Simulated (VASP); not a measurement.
All values below come from HSE06 screened hybrid, VASP's PBE PAW potentials (set 64) (plane waves; VASP 6.6.1).

VASP ran on this input.

INCAR:
```
SYSTEM=BC31Si31
PREC=Normal; ENCUT=400; LREAL=Auto
LASPH=.TRUE.; ISYM=0; NELECT=250.0
EDIFF=1E-5; NELM=50; NELMIN=4
ALGO=Normal
ISMEAR=0; SIGMA=0.05
GGA=PE; LHFCALC=.TRUE.; AEXX=0.25
HFSCREEN=0.2; PRECFOCK=Fast
ISPIN=2; MAGMOM=63*0.0317; NUPDOWN=2
ISIF=0
LWAVE=.FALSE.; LCHARG=.FALSE.; LORBIT=10
```

POSCAR:
```
BC31Si31
8.7583310
  1.0000000497   0.0000000000   0.0000000000
  0.0000000000   1.0000000497   0.0000000000
  0.0000000000   0.0000000000   1.0000000497
Si C B
31 31 1
Cartesian
  0.4988416271   0.0014386198   0.0010719731
  0.7508449844   0.2539561233   0.9997585373
  0.7509291223   0.9999050243   0.2533626175
  0.0016680382   0.0006906350   0.0003531686
  0.2515102544   0.2494052556   0.0006092491
  0.5010683444   0.5016435630   0.9983572967
  0.7524962388   0.7510681189   0.9986792599
  0.2520214925   0.0014751642   0.2488588744
  0.7553029589   0.5020454067   0.2408430991
  0.5013186200   0.9990552309   0.5009371158
  0.7553034349   0.2409172796   0.5025114194
  0.7525004802   0.9989785610   0.7509158509
  0.0027011052   0.5009149897   0.9981461770
  0.2506990053   0.7509767827   0.9996122312
  0.0023811813   0.2500598008   0.2495819127
  0.2504871627   0.5008567536   0.2515690560
  0.5007891408   0.7506447270   0.2503534056
  0.0028556946   0.9986642245   0.5006987765
  0.2508977629   0.2525387434   0.5000780924
  0.4913155268   0.5023571750   0.5028357829
  0.7502853744   0.7494562422   0.4993997145
  0.2508833959   0.0000825628   0.7505111710
  0.5005950072   0.2506646014   0.7505659225
  0.7501858238   0.4999157453   0.7492479395
  0.0013190436   0.7504476714   0.2496589534
  0.0006863830   0.4997519043   0.4992280458
  0.2489378728   0.7516376159   0.5012746736
  0.0013903921   0.2504011134   0.7499818420
  0.2487477300   0.5015551999   0.7513490870
  0.4992849871   0.7501974668   0.7497203495
  0.0005686000   0.7503921301   0.7498929825
  0.6396003830   0.1138358480   0.1135556369
  0.8790189185   0.3756862754   0.1212842774
  0.8788334532   0.1223076969   0.3750351150
  0.1261794430   0.1253085245   0.1246306770
  0.3638167040   0.3894599758   0.1122879758
  0.6247718708   0.6278328171   0.1220929426
  0.8764106008   0.8748761972   0.1239180207
  0.3647638204   0.1134623286   0.3885193196
  0.8752855499   0.6245602425   0.3742530552
  0.6248500214   0.1228260327   0.6274260598
  0.8750084123   0.3748601378   0.6239233574
  0.8763683452   0.1245388286   0.8744176124
  0.1250653445   0.6261715399   0.1237536686
  0.3751917038   0.8757931243   0.1246509001
  0.1256355315   0.3755692429   0.3749044796
  0.3713871329   0.6287420011   0.3749782943
  0.6257476195   0.8747558339   0.3756322779
  0.1252933034   0.1244098324   0.6255395415
  0.3711149484   0.3757589475   0.6285696240
  0.6255202381   0.6247567440   0.6243398408
  0.8755456750   0.8746731848   0.6243957251
  0.3751861586   0.1252917997   0.8753690005
  0.6255779966   0.3761386545   0.8744391074
  0.8755274101   0.6250413543   0.8740116038
  0.1247679052   0.8748162954   0.3744767633
  0.1241013592   0.6253490201   0.6247474230
  0.3745315546   0.8743485617   0.6262854722
  0.1245115390   0.3751838983   0.8739810955
  0.3744143333   0.6270117863   0.8736952823
  0.6258512348   0.8747534447   0.8742056037
  0.1249968964   0.8755320741   0.8748099336
  0.6256721764   0.3766519028   0.3759103643
```

KPOINTS:
```
kpoints
0
Gamma
1 1 1
```

POTCAR, in this order: Si C B (PBE.64 set). Program: vasp_gam. Read from the step before: WAVECAR.

Output

**OSZICAR**
```
       N       E                     dE             d eps       ncg     rms          rms(c)
DAV:   1    -0.545613156316E+03   -0.54561E+03   -0.99830E+00   632   0.783E+00    0.147E+01
DAV:   2    -0.545715894286E+03   -0.10274E+00   -0.42957E-01   724   0.153E+00    0.106E+01
DAV:   3    -0.545720045750E+03   -0.41515E-02   -0.10939E-01   762   0.787E-01    0.632E+00
DAV:   4    -0.545727472789E+03   -0.74270E-02   -0.35993E-02   784   0.392E-01    0.367E+00
DAV:   5    -0.545731075397E+03   -0.36026E-02   -0.16882E-02   810   0.244E-01    0.210E+00
DAV:   6    -0.545733477554E+03   -0.24022E-02   -0.69699E-03   796   0.157E-01    0.121E+00
DAV:   7    -0.545734612049E+03   -0.11345E-02   -0.23823E-03   844   0.946E-02    0.696E-01
DAV:   8    -0.545735173095E+03   -0.56105E-03   -0.11332E-03   820   0.656E-02    0.402E-01
DAV:   9    -0.545735410448E+03   -0.23735E-03   -0.57609E-04   856   0.473E-02    0.231E-01
DAV:  10    -0.545735513095E+03   -0.10265E-03   -0.26895E-04   820   0.316E-02    0.134E-01
DAV:  11    -0.545735553970E+03   -0.40876E-04   -0.91557E-05   748   0.185E-02    0.784E-02
DAV:  12    -0.545735569451E+03   -0.15481E-04   -0.34562E-05   636   0.119E-02    0.465E-02
DAV:  13    -0.545735575701E+03   -0.62497E-05   -0.15643E-05   544   0.827E-03
   1 F= -.54573558E+03 E0= -.54573558E+03  d E =-.274607E-11  mag=     2.0000
```

File OUTCAR:
```
------------------------ aborting loop because EDIFF is reached ----------------------------------------
  volume of cell :      671.84
      direct lattice vectors                 reciprocal lattice vectors
     8.758331436  0.000000000  0.000000000     0.114176999  0.000000000  0.000000000
     0.000000000  8.758331436  0.000000000     0.000000000  0.114176999  0.000000000
     0.000000000  0.000000000  8.758331436     0.000000000  0.000000000  0.114176999
  FREE ENERGIE OF THE ION-ELECTRON SYSTEM (eV)
  ---------------------------------------------------
  free  energy   TOTEN  =      -545.7355757010 eV

  energy  without entropy=     -545.7355757010  energy(sigma->0) =     -545.73557570

  exchange ACFDT corr.  =         0.00000000  see jH, gK, PRB 81, 115126

 total charge

# of ion       s       p       d       tot
------------------------------------------
    1        0.710   0.981   0.000   1.691
    2        0.710   0.984   0.000   1.694
    3        0.710   0.984   0.000   1.694
    4        0.709   0.976   0.000   1.684
    5        0.710   0.982   0.000   1.692
    6        0.710   0.988   0.000   1.698
    7        0.711   0.976   0.000   1.687
    8        0.710   0.982   0.000   1.691
    9        0.726   0.995   0.000   1.721
   10        0.710   0.987   0.000   1.697
   11        0.727   0.991   0.000   1.718
   12        0.712   0.976   0.000   1.688
   13        0.710   0.983   0.000   1.693
   14        0.708   0.975   0.000   1.684
   15        0.707   0.969   0.000   1.676
   16        0.710   0.985   0.000   1.695
   17        0.707   0.969   0.000   1.677
   18        0.710   0.981   0.000   1.692
   19        0.710   0.983   0.000   1.694
   20        0.723   1.004   0.000   1.727
   21        0.708   0.974   0.000   1.682
   22        0.708   0.975   0.000   1.684
   23        0.707   0.969   0.000   1.677
   24        0.708   0.974   0.000   1.682
   25        0.715   0.972   0.000   1.686
   26        0.708   0.974   0.000   1.682
   27        0.710   0.981   0.000   1.691
   28        0.715   0.971   0.000   1.685
   29        0.710   0.983   0.000   1.693
   30        0.714   0.976   0.000   1.690
   31        0.708   0.977   0.000   1.685
   32        0.880   1.555   0.000   2.435
   33        0.836   1.720   0.000   2.557
   34        0.837   1.716   0.000   2.553
   35        0.834   1.717   0.000   2.551
   36        0.870   1.594   0.000   2.464
   37        0.839   1.697   0.000   2.536
   38        0.838   1.694   0.000   2.532
   39        0.869   1.592   0.000   2.461
   40        0.837   1.692   0.000   2.529
   41        0.839   1.698   0.000   2.538
   42        0.837   1.691   0.000   2.529
   43        0.838   1.691   0.000   2.530
   44        0.837   1.700   0.000   2.538
   45        0.835   1.710   0.000   2.545
   46        0.833   1.718   0.000   2.551
   47        0.837   1.710   0.000   2.548
   48        0.833   1.717   0.000   2.551
   49        0.838   1.697   0.000   2.535
   50        0.837   1.716   0.000   2.553
   51        0.836   1.690   0.000   2.526
   52        0.833   1.710   0.000   2.543
   53        0.834   1.712   0.000   2.546
   54        0.833   1.717   0.000   2.550
   55        0.833   1.711   0.000   2.544
   56        0.840   1.702   0.000   2.542
   57        0.833   1.713   0.000   2.546
   58        0.836   1.712   0.000   2.548
   59        0.839   1.708   0.000   2.547
   60        0.836   1.713   0.000   2.549
   61        0.842   1.682   0.000   2.524
   62        0.834   1.711   0.000   2.545
   63        0.752   1.097   0.000   1.850
--------------------------------------------------
tot         48.840  83.980   0.000 132.820

 magnetization (x)

# of ion       s       p       d       tot
------------------------------------------
    1        0.001   0.005   0.000   0.006
    2        0.002   0.005   0.000   0.007
    3        0.002   0.005   0.000   0.007
    4       -0.000   0.001   0.000   0.001
    5       -0.003  -0.007   0.000  -0.010
    6       -0.004  -0.007   0.000  -0.011
    7       -0.001   0.006   0.000   0.005
    8       -0.003  -0.007   0.000  -0.011
    9       -0.001   0.021   0.000   0.019
   10       -0.003  -0.007   0.000  -0.010
   11       -0.000   0.031   0.000   0.031
   12       -0.001   0.007   0.000   0.005
   13       -0.001   0.001   0.000   0.000
   14       -0.001  -0.000   0.000  -0.001
   15       -0.001   0.000   0.000  -0.001
   16       -0.004  -0.007   0.000  -0.011
   17       -0.001  -0.001   0.000  -0.002
   18       -0.001   0.002   0.000   0.001
   19       -0.003  -0.007   0.000  -0.011
   20       -0.001   0.005   0.000   0.003
   21       -0.000  -0.001   0.000  -0.001
   22       -0.001  -0.000   0.000  -0.001
...
```
(Selected blocks of OUTCAR.)

The cell is charged, with a uniform compensating background. The supercell is sampled at Γ alone, which is coarse: total energies, pressure and levels can be off, energies of defects by several tenths of an eV.

The cell is a supercell with a defect, built from SiC (zinc blende): B_C-vac_Si, charge +1. The cell's shape comes from a PBE relaxation.
